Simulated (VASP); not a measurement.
A convergence study with VASP on SnTe (rock salt): one setting is varied, all else stays as given below, so the limit is that of these other settings.

```yaml
crystal:
  lattice:
    - [0.00000, 3.16000, 3.16000]
    - [3.16000, 0.00000, 3.16000]
    - [3.16000, 3.16000, 0.00000]
  atoms:
    - { symbol: Sn, position: [0.00000, 0.00000, 0.00000] }
    - { symbol: Te, position: [0.50000, 0.50000, 0.50000] }
```

These are PBE GGA, VASP's PBE PAW potentials (set 64) (plane waves; VASP) values and carry that method's errors. The tightest run used: 550 eV cut-off, 12×12×12 Monkhorst-Pack mesh, Gaussian smearing of 0.050 eV, potentials Sn_d Te.

The reference is 12×12×12 mesh, which took about 3 core-minutes. The timings are rough (shared machines, no repeats); factors under 2 mean little.

Q: Of the settings 1×1×1 mesh; 2×2×2 mesh; 3×3×3 mesh; 4×4×4 mesh; 5×5×5 mesh; 6×6×6 mesh; 7×7×7 mesh; 8×8×8 mesh; 9×9×9 mesh; 10×10×10 mesh; 11×11×11 mesh; 12×12×12 mesh, which is the lowest that keeps the difference from the reference in the stress, largest component (GPa) within 0.1 from there on, and what does it cost?

A: 5×5×5 mesh; its cost over the reference is about 1/10.
```
setting        difference in the stress, largest component (GPa)  cost over the reference
-------------  -------------------------------------------------  -----------------------
1×1×1 mesh                                                 33.95               about 1/20
2×2×2 mesh                                                  1.53               about 1/20
3×3×3 mesh                                                  0.05               about 1/20
4×4×4 mesh                                                  0.21               about 1/10
5×5×5 mesh                                                  0.07               about 1/10
6×6×6 mesh                                                  0.03                about 1/5
7×7×7 mesh                                                  0.07                about 1/6
8×8×8 mesh                                                  0.01                about 1/2
9×9×9 mesh                                                  0.02                about 1/4
10×10×10 mesh                                               0.00     within a factor of 2
11×11×11 mesh                                               0.00                about 1/3
12×12×12 mesh                                               0.00                reference
```

Left out are rungs that failed or repeat a setting and relaxations that didn't move; long series are thinned to 24 rows.

The compound is SnTe in the rock salt structure, which distorts at low temperature. The cell was not relaxed at this level.
